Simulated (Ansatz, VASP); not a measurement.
## Cross-check of TaS2 between VASP and Ansatz

Wanted: the spread between two codes on one cell, functional and k mesh. The structure shown is the start of the Ansatz relaxation below; VASP solves that cell, so the two are compared at the walk's first step.

Program: Ansatz 0.2.0. Level of theory: plane waves, with VASP 6.6.1 beside it; single point at revPBE. Results are calculated unless marked as measured.

## 1. Set-up

The cell holds 3 atoms: 1 Ta and 2 S. Its edges and angles: a = 3.279 Å, b = 3.279 Å, c = 29.881 Å, α = 90.0°, β = 90.0°, γ = 120.0°. Vacuum lies along c. The height across the vacuum is the one that the program set for its solve, not the one typed.

## 2. Ansatz: relaxation, revPBE

Ansatz runs on its default PAW (the set named soft_2) files.

The two programs are compared at the cell with which this relaxation starts, whose forces are those of its first step.

File input.yaml:

```yaml
crystal:
  lattice:
    - [3.2787113653, -2.9e-09, 0.0]
    - [-1.6393556802, 2.8394473355, 0.0]
    - [0.0, 0.0, 19.25501811]
  atoms:
    - { symbol: Ta, position: [0.3333333333, 0.6666666667, 0.5] }
    - { symbol: S, position: [0.0, 0.0, 0.57895768] }
    - { symbol: S, position: [0.6666666667, 0.3333333333, 0.42104232] }
  periodic: [true, true, false]
kpoints:
  mp_grid: { grid: [8, 8, 1] }
scf:
  occupations: { method: fermi_dirac, width: 0.05 }
hamiltonian:
  xc: revpbe
output:
  forces: true
  stress: true
relax:
  f_tol: 0.02
  max_steps: 50
  cell: {}
```

On the command line:

```
$ ansatz run input.yaml --threads 1 --pin off --max-ram 4096MiB --backend cpu --events-out ev --progress --plain --runs-dir out
```

Numbers of over 12 decimals in the logs are rounded to 6 here.

The log of the run:

```text
Warning: crystal.periodic: the lattice vector that does not repeat stood 0.000° off the slab's normal, 19.255 Å along it as the deck builds it. The run solves the slab on a vector along the normal, 29.881 Å long, with every atom where it was (on the deck's vector they left 16.21 Å outside them, and the widest stretch free of ions among them is 1.52 Å). A fractional position that the run reports is one of the run's ce [...]
crystal.periodic: the lattice vector that does not repeat stood 0.000° off the slab's normal, 19.255 Å along it as the deck builds it. The run solves the slab on a vector along the normal, 29.881 Å long, with every atom where it was (on the deck's vector they left 16.21 Å outside them, and the widest stretch free of ions among them is 1.52 Å). A fractional position that the run reports is one of the run's cell, which [...]
Engine: ansatz 0.2.0, aarch64-unknown-linux-gnu
Pseudopotentials: kind: paw
Pseudopotential: Ta, paw, valence charge 13, recommended cutoff 420 eV (normal), Ta.paw.azcp
Pseudopotential: S, paw, valence charge 6, recommended cutoff 420 eV (normal), S.paw.azcp
Functional definition: revPBE
  parameter kappa = 1.245
  parameter beta = 0.066725
  exchange = pbe_x(kappa = kappa, mu = beta*pi^2/3)
  correlation = pbe_c(beta = beta)
Crystal: 3 atoms, lattice volume = 278.187 Å³
Basis set: ecut = 420 eV, 5523 PW (Γ), exchange–correlation on 48×48×400 points (8 copies of the dense FFT grid, shifted against one another)
Bands: 17, of which v1, the nominal top of the filled ones, is band 13 counted from 1 (12 counted from 0)
Symmetry: 12 space group operations
Space group: P-3m1 (ITA 164), of the structure as read, at distance tolerance 6.5e-5 Å
k-points: 10 of 64
Non-local potential: Ta, projectors of the file, l = 0: 3, l = 1: 2, l = 2: 2, l = 3: 1
Non-local potential: S, projectors of the file, l = 0: 2, l = 1: 2, l = 2: 2
PAW form: soft (Blöchl's): semilocal exchange-correlation on the pseudo side does not see the compensation charge
PAW frozen core: Ta, regenerated for the run's functional, and the local potential with it (the file was generated under x = pbe(κ = 0.804, μ = 0.219515), c = pbe(β = 0.066725))
PAW frozen core: S, regenerated for the run's functional, and the local potential with it (the file was generated under x = pbe(κ = 0.804, μ = 0.219515), c = pbe(β = 0.066725))
PAW one-centre angular grid: Ta, 590 points (default); XC on 64 Gauss nodes
PAW one-centre angular grid: S, 110 points (default); XC on 64 Gauss nodes
Initial density: superposition of atomic densities (neutral atoms: chi_scale 0, normalization atom), corrected by the library's trained network
Initial wavefunctions: pseudopotential atomic-orbital guess
Functional: x = revpbe(κ = 1.245, μ = 0.219515), c = pbe(β = 0.066725)
[...]
Crystal: 3 atoms, lattice volume = 300.093 Å³
Basis set: ecut = 420 eV, 5895 PW (Γ), exchange–correlation on 48×48×400 points (8 copies of the dense FFT grid, shifted against one another)
Initial density: handed on by an earlier stage of this run
Initial wavefunctions: those handed on with the density
iter 1 solved again at ethr=7.84e-4 eV; its pass at ethr=3.10e-3 eV (dr2=1.96e-1 eV) is discarded
SCF iter   1: F=—  HF=-11753.451311 eV  |F-HF|=—  |Δ(HF+E_count)|=         —  Δρ=3.76e-3  dr2=1.99e-1  ethr=7.84e-4  ⟨swp⟩=1.7  Hψ=1582  notcnv=0
preconditioner: auto → LDOS  [insulator: Δε(μ)=0.218 eV  Ē_g=8.571 eV  σ=0.050 eV  W_gap=0.60  n_scr=16 (ndim 8)  ℏωp=8.8 eV  f_vac=0.769  D(μ)=2.32/eV (n_scr^D=10)  ε∞_Penn≈2.1  β→1.0]
SCF iter   2: F=—  HF=-11753.417872 eV  |F-HF|=—  |Δ(HF+E_count)|=   3.34e-2  Δρ=2.14e-3  dr2=1.66e-2  ethr=7.84e-4  ⟨swp⟩=3.8  Hψ=373  notcnv=0
SCF iter   3: F=—  HF=-11753.416492 eV  |F-HF|=—  |Δ(HF+E_count)|=   1.38e-3  Δρ=7.36e-4  dr2=4.03e-3  ethr=6.63e-5  ⟨swp⟩=3.2  Hψ=395  notcnv=0
SCF iter   4: F=—  HF=-11753.416104 eV  |F-HF|=—  |Δ(HF+E_count)|=   3.88e-4  Δρ=2.67e-4  dr2=6.81e-4  ethr=1.61e-5  ⟨swp⟩=3.1  Hψ=287  notcnv=0
SCF iter   5: F=—  HF=-11753.416024 eV  |F-HF|=—  |Δ(HF+E_count)|=   8.07e-5  Δρ=5.68e-5  dr2=1.90e-5  ethr=2.72e-6  ⟨swp⟩=2.5  Hψ=268  notcnv=0
SCF iter   6: F=—  HF=-11753.415866 eV  |F-HF|=—  |Δ(HF+E_count)|=   1.58e-4  Δρ=1.17e-5  dr2=3.00e-7  ethr=7.58e-8  ⟨swp⟩=3.2  Hψ=377  notcnv=0
SCF iter   7: F=-11753.415867 eV  HF=-11753.415867 eV  |F-HF|=7.97e-8  |Δ(HF+E_count)|=   1.10e-6  Δρ=2.38e-6  dr2=1.53e-8  ethr=1.20e-9  ⟨swp⟩=7.3  Hψ=809  notcnv=0
SCF 2 converged in 7 iterations: F = -11753.415867 eV  dr2 = 1.53e-8
relax step   2: F+E_penalty+E_count = -11753.41586717 eV  Δ(F+E_penalty+E_count) = -1.694e-1 eV  max|allowed force component| = 2.603e-1 eV/Å  Δτ_max = 0.0292 Å  P = -0.704 N/m  Ω = 300.093 Å³  energy of the carried Pulay correction = -8.062e-4 eV  fix = [c, alpha, beta]  reactions: c -0.000 N/m  (7 SCF iters, dr2 threshold 3.00e-7 eV, accepted)
[...]
relax step   3: F+E_penalty+E_count = -11753.41976797 eV  Δ(F+E_penalty+E_count) = -3.901e-3 eV  max|allowed force component| = 5.712e-2 eV/Å  Δτ_max = 0.0244 Å  P = -0.179 N/m  Ω = 301.189 Å³  energy of the carried Pulay correction = -8.450e-4 eV  fix = [c, alpha, beta]  reactions: c -0.000 N/m  (5 SCF iters, dr2 threshold 3.00e-7 eV, accepted)
[...]
relax step   4: F+E_penalty+E_count = -11753.42058987 eV  Δ(F+E_penalty+E_count) = -8.219e-4 eV  max|allowed force component| = 4.845e-4 eV/Å  Δτ_max = 0.0077 Å  P = -0.028 N/m  Ω = 299.663 Å³  energy of the carried Pulay correction = -7.910e-4 eV  fix = [c, alpha, beta]  reactions: c -0.000 N/m  (5 SCF iters, dr2 threshold 2.04e-7 eV, accepted)
[...]
relax step   5: F+E_penalty+E_count = -11753.42163751 eV  Δ(F+E_penalty+E_count) = -1.048e-3 eV  max|allowed force component| = 8.379e-4 eV/Å  Δτ_max = 0.0000 Å  P = -0.016 N/m  Ω = 299.663 Å³  fix = [c, alpha, beta]  reactions: c -0.000 N/m  stress off target by 1.62e-2 N/m on what of the cell is left free  SCF on the basis re-selected at this cell (its energy is not comparable with the rows above)  (6 SCF iters)
basis re-selected at this cell: Δ(F+E_penalty+E_count) = -1.048e-3 eV, ΔP = +0.012 N/m vs the last step (what re-selecting the basis moved, of the pressure what is left beyond the Pulay correction that the steps carried, after the strain that the cell walked since its last selection, with what the two solves' SCF thresholds leave and, on support functions, any second-order correction that the steps lacked; it is no m [...]
SCF converged after 6 iterations
Free energy (F): -11753.421638 eV
Harris-Foulkes:  -11753.421638 eV  (|F-HF|=3.57e-10)
Internal energy: -11753.400997 eV  (E = F + TS)
E sigma→0 (E₀):  -11753.411317 eV
Entropy (-TS):   -0.020640 eV (-6.880 meV/atom)
Fermi energy:    -5.042081 eV
--- Per-component energies (eV) ---
  E_band       = -576.362330
  E_kinetic    = 577.719196
  E_local      = -35411.241083  (includes V_loc(G=0)·N_el)
  E_nonlocal   = 69.359536
  E_hartree    = 17343.739408
  E_xc         = -412.907139
  E_vxc        = -378.230974  (∫ρ·V_xc dr)
  E_paw        = -9610.205146  (= ΣΔE_a)
  E_vpaw       = -121.448374  (= ΣTr[D̂ρ^β])
  E_aug_tail   = 0.000152  (compensation charges beyond the density's cutoff)
  E_ewald      = 15690.208379
  E_core_change = -0.074300  (= ΣΔE_core)
  E_smearing   = -0.020640  (= −TS)
  E_closure    = 0.000000  (closes the sum)
  Σ components = -11753.421638   (vs F -11753.421638, Δ=0.00e0)
--- Forces (eV/Å), atoms counted from 1 ---
  atom   1  Ta     0.00000000    -0.00000000     0.00000000
  atom   2  S      0.00000000     0.00000000    -0.00083792
  atom   3  S     -0.00000000     0.00000000     0.00083792
  max |Σ_I F_I| component: 1.68e-29 eV/Å
--- 2D stress c σ (N/m, compression-positive) ---
       -0.016197       0.000000       0.000000
        0.000000      -0.016197       0.000000
        0.000000       0.000000      -0.000000
  P = ½ c Tr σ = -0.0162 N/m
--- Relaxed structure (4 steps of the walk, 4 accepted, 1 SCFs on fresh bases) ---
  F+E_penalty+E_count = -11753.42163751 eV   max|allowed force component| = 8.379e-4 eV/Å   (the final SCF, on the basis selected at the relaxed cell)
  cell:  # Å, volume = 299.6628 Å³
    - [3.402915, -2.973021460066246e-9, 0]
    - [-1.701458, 2.947011, 0]
    - [0, 0, 29.881326]
  atoms:
    - { symbol: Ta, position: [0.333333, 0.666667, 0.322191] }
    - { symbol: S, position: [0, 0, 0.373490] }
    - { symbol: S, position: [0.666667, 0.333333, 0.270893] }
```

## 3. VASP: single point, revPBE, start cell

The same cell, functional, mesh and smearing now go to VASP, with its own data sets.

Lines of VASP's logs that name or quote its potential files are left out, and so is its time.

File INCAR:

```
SYSTEM = TaS2
PREC = Accurate
ENCUT = 400
EDIFF = 1E-06
NELM = 120
ISMEAR = -1
SIGMA = 0.05
LREAL = .FALSE.
ALGO = Normal
GGA = RE
NBANDS = 17
LASPH = .TRUE.
LORBIT = 11
LWAVE = .FALSE.
LCHARG = .FALSE.
ISIF = 2
LDIPOL = .TRUE.
IDIPOL = 3
DIPOL = 0.5 0.5 0.322
LVHAR = .TRUE.
GGA_COMPAT = .FALSE.
NELMDL = -8
```

File POSCAR:

```
TaS2
1.0
    3.2787110000      0.0000000000      0.0000000000
   -1.6393560000      2.8394470000      0.0000000000
    0.0000000000      0.0000000000     29.8813260000
Ta S
1 2
Direct
    0.3333334937      0.6666667841      0.3221914918
    0.0000000000      0.0000000000      0.3730704923
    0.6666668113      0.3333332159      0.2713124913
```

File KPOINTS:

```
Automatic mesh
0
Gamma
8 8 1
0 0 0
```

PAW data sets: Ta_pv and S (PBE family, release 64).

On the command line:

```
$ mpirun -np 1 vasp_std
```

The log of the run:

```text
[banner, memory and clock lines left out]
running    1 mpi-ranks, on    1 nodes
 distrk:  each k-point on    1 cores,    1 groups
 distr:  one band on    1 cores,    1 groups

 POSCAR found type information on POSCAR TaS
 POSCAR found :  2 types and       3 ions
|                                                                             |
|               ----> ADVICE to this user running VASP <----                  |
|                                                                             |
|     You enforced a specific xc type in the INCAR file but a different       |
|     [... a line on the potential file left out ...]
|     I HOPE YOU KNOW WHAT YOU ARE DOING!                                     |
|                                                                             |

 LDA part: xc-table for (Slater+PW92), standard interpolation
 POSCAR, INCAR and KPOINTS ok, starting setup
 FFT: planning ... GRIDC
 FFT: planning ... GRID_SOFT
 FFT: planning ... GRID
 WAVECAR not read
 entering main loop
       N       E                     dE             d eps       ncg     rms          rms(c)
DAV:   1     0.121799584128E+03    0.12180E+03   -0.90331E+03   444   0.779E+02
DAV:   2    -0.968335852043E+01   -0.13148E+03   -0.12888E+03   448   0.182E+02
DAV:   3    -0.233442432059E+02   -0.13661E+02   -0.13596E+02   477   0.596E+01
DAV:   4    -0.235363026163E+02   -0.19206E+00   -0.19173E+00   518   0.866E+00
DAV:   5    -0.235402864828E+02   -0.39839E-02   -0.39820E-02   463   0.115E+00
DAV:   6    -0.235404394824E+02   -0.15300E-03   -0.15297E-03   527   0.217E-01
DAV:   7    -0.235404469046E+02   -0.74222E-05   -0.74210E-05   496   0.448E-02
DAV:   8    -0.235404473069E+02   -0.40234E-06   -0.40221E-06   479   0.104E-02    0.216E+01
DAV:   9    -0.221813617125E+02    0.13591E+01   -0.56942E+00   398   0.151E+01    0.116E+01
DAV:  10    -0.220672480083E+02    0.11411E+00   -0.10018E+00   411   0.579E+00    0.296E+00
DAV:  11    -0.220544298364E+02    0.12818E-01   -0.15987E-01   439   0.246E+00    0.122E+00
DAV:  12    -0.220503415588E+02    0.40883E-02   -0.10353E-02   518   0.686E-01    0.532E-01
DAV:  13    -0.220480462613E+02    0.22953E-02   -0.77700E-03   485   0.543E-01    0.102E-01
DAV:  14    -0.220474256098E+02    0.62065E-03   -0.63116E-04   503   0.162E-01    0.647E-02
[...]
DAV:  19    -0.220469104498E+02   -0.32554E-04   -0.46103E-06   461   0.101E-02    0.652E-03
DAV:  20    -0.220469520066E+02   -0.41557E-04   -0.33846E-06   436   0.708E-03    0.476E-03
DAV:  21    -0.220469835709E+02   -0.31564E-04   -0.10980E-06   399   0.327E-03    0.143E-03
DAV:  22    -0.220470070164E+02   -0.23445E-04   -0.12074E-06   339   0.371E-03    0.147E-03
DAV:  23    -0.220470172352E+02   -0.10219E-04   -0.53999E-07   379   0.206E-03    0.269E-04
DAV:  24    -0.220470214667E+02   -0.42314E-05   -0.11777E-07   406   0.917E-04    0.444E-04
DAV:  25    -0.220470227748E+02   -0.13082E-05   -0.16639E-08   390   0.487E-04    0.103E-04
DAV:  26    -0.220470235599E+02   -0.78510E-06   -0.57570E-09   331   0.285E-04
   1 F= -.22047024E+02 E0= -.22037751E+02  d E =-.185445E-01
```

Parts of OUTCAR (step 3):

```text
ion  position               nearest neighbor table
   1  0.333  0.667  0.322-   3 2.43   2 2.43   3 2.43   2 2.43   2 2.43   3 2.43
   2  0.000  0.000  0.373-   1 2.43   1 2.43   1 2.43
   3  0.667  0.333  0.271-   1 2.43   1 2.43   1 2.43

  LATTYP: Found a hexagonal cell.
 ALAT       =     3.2787110000
 C/A-ratio  =     9.1137419553

 Subroutine GETGRP returns: Found 12 space group operations
 (whereof  6 operations were pure point group operations)

The static configuration has the point symmetry C_3v.
 The point group associated with its full space group is D_3d.

 Found     10 irreducible k-points:

   k-points           NKPTS =     10   k-points in BZ     NKDIM =     10   number of bands    NBANDS=     17

   dimension x,y,z NGX =    24 NGY =   24 NGZ =  196
   dimension x,y,z NGXF=    48 NGYF=   48 NGZF=  392

   ENCUT  =  400.0 eV  29.40 Ry    5.42 a.u.   5.35  5.35 48.73*2*pi/ulx,y,z

   NELECT =      23.0000    total number of electrons

 k-points in reciprocal lattice and weights: Automatic mesh
   0.00000000  0.00000000  0.00000000       0.016
   0.12500000  0.00000000  0.00000000       0.094
   0.25000000  0.00000000  0.00000000       0.094
   0.37500000  0.00000000  0.00000000       0.094
   0.50000000  0.00000000  0.00000000       0.047
   0.12500000  0.12500000  0.00000000       0.094
   0.25000000  0.12500000  0.00000000       0.188
   0.37500000  0.12500000  0.00000000       0.188
   0.25000000  0.25000000  0.00000000       0.094
   0.37500000  0.25000000  0.00000000       0.094

 dipolmoment           0.000000      0.000000      0.000001 electrons x Angstroem

 average (electrostatic) potential at core
       1 -46.4267       2 -94.6993       3 -94.6993

 E-fermi :  -2.7667

 k-point     1 :       0.0000    0.0000    0.0000
  band No.  band energies     occupation
    ...
      7      -6.6353      2.00000
      8      -6.6353      2.00000
      9      -5.4895      2.00000
     10      -3.3142      1.99996
     11      -3.3142      1.99996
     12      -2.5531      0.02751
     13      -2.5531      0.02751
     14      -2.4068      0.00150
     15       1.5475      0.00000
     16       1.5475      0.00000
    ...

 k-point     2 :       0.1250    0.0000    0.0000
  band No.  band energies     occupation
    ...
      7      -7.3182      2.00000
      8      -6.5167      2.00000
      9      -5.0323      2.00000
     10      -4.8348      2.00000
     11      -4.0990      2.00000
     12      -2.6750      0.27531
     13      -1.7202      0.00000
     14      -1.7038      0.00000
     15       0.9335      0.00000
     16       1.4911      0.00000
    ...

 k-point     3 :       0.2500    0.0000    0.0000
  band No.  band energies     occupation
    ...
      8      -6.9815      2.00000
      9      -6.4081      2.00000
     10      -4.9105      2.00000
     11      -4.6744      2.00000
     12      -3.3072      1.99996
     13      -0.9904      0.00000
     14      -0.8818      0.00000
     15       1.0678      0.00000
     16       1.6627      0.00000
     17       2.8930      0.00000

  Total        4.4642556      4.4642555      3.3530460     -0.0000008      0.0000000      0.0000000
  in kB       25.7112304     25.7112301     19.3113809     -0.0000045      0.0000000      0.0000000
  external PRESSURE =      23.5779471 kB  Pullay stress =       0.0000000 kB

  energy-cutoff  :      400.00
  volume of cell :      278.19
      direct lattice vectors                 reciprocal lattice vectors
     3.278711000  0.000000000  0.000000000     0.304997909  0.176090680  0.000000000
    -1.639356000  2.839447000  0.000000000     0.000000000  0.352181252  0.000000000
     0.000000000  0.000000000 29.881326000     0.000000000  0.000000000  0.033465717

 POSITION                                       TOTAL-FORCE (eV/Angst)
 -----------------------------------------------------------------------------------
     -0.00000      1.89297      9.62751         0.000000      0.000000     -0.000000
      0.00000      0.00000     11.14784         0.000000      0.000000      1.112266
      1.63936      0.94648      8.10718        -0.000000      0.000000     -1.112266
 -----------------------------------------------------------------------------------
    total drift:                               -0.000419      0.000084      0.000163

  FREE ENERGIE OF THE ION-ELECTRON SYSTEM (eV)
  ---------------------------------------------------
  free  energy   TOTEN  =       -22.0470235599 eV

  energy  without entropy=      -22.0284790604  energy(sigma->0) =      -22.03775131

 vacuum level on the upper side and lower side of the slab         2.168         2.168

 total charge
# of ion       s       p       d       tot
------------------------------------------
    1        0.318   6.246   2.334   8.898
    2        1.357   2.417   0.000   3.774
    3        1.357   2.417   0.000   3.774
--------------------------------------------------
tot          3.033  11.080   2.334  16.447

[... 3 further parts left out ...]
```

This run has no spin polarisation. Its electron count is odd, so without a moment it is a metal by construction. The PAW data sets were made with PBE, which is usual practice but a small mismatch for other functionals.

## 4. Side by side

Known differences besides the potentials themselves: Ansatz cuts the interaction across the vacuum, VASP repeats the sheet with a dipole correction; the data sets hold 25 valence electrons in Ansatz (on its default PAW (the set named soft_2) files) and 23 in VASP; the cutoff is 420 eV in Ansatz and 400 eV in VASP; Ansatz makes its cores anew for this functional, VASP keeps those of its PBE data sets. Total energies have different zeros and are not compared.

Forces (eV/Å; atoms numbered as in POSCAR):

```csv
atom,"Ansatz x, y, z","VASP x, y, z"
Ta1,"0.000, 0.000, 0.000","0.000, 0.000, 0.000"
S2,"0.000, 0.000, 1.108","0.000, 0.000, 1.112"
S3,"0.000, 0.000, -1.108","0.000, 0.000, -1.112"
```

The forces differ by 2.0 meV/Å r.m.s., which is 0.4 % of the r.m.s. force of 0.524 eV/Å (both taken over all components). With vacuum in the cell, a pressure given here is an average over mostly empty space and none of the material.

## 5. Results

```yaml
r_m_s_force_difference_single_point_revpbe_start_cell: 0.38 % of the r.m.s. force
```

**Reading.** The r.m.s. force difference is 0.38 % of the r.m.s. force (single point, revPBE, start cell), within the 3 % picked in this series as the mark of a large difference. The data sets hold unlike numbers of valence electrons (25 in Ansatz and 23 in VASP), so part of the differences comes from the potentials. 1 further run of this series is not shown here. How closely two codes agree says nothing of how well the functional describes the real material.

[Lines on the potential files, build, host, timing and source positions are cut from VASP's logs without a mark.]

[Logs are printed without paths, hosts, clocks, repeated set-up lines and the standing remarks that a program may print on its own settings, such as how far it seeks lower states.]

[Hosts, paths, dates, database ids (printed as entryN), source tags and the programs' standing remarks are cut or masked in the printed files.]
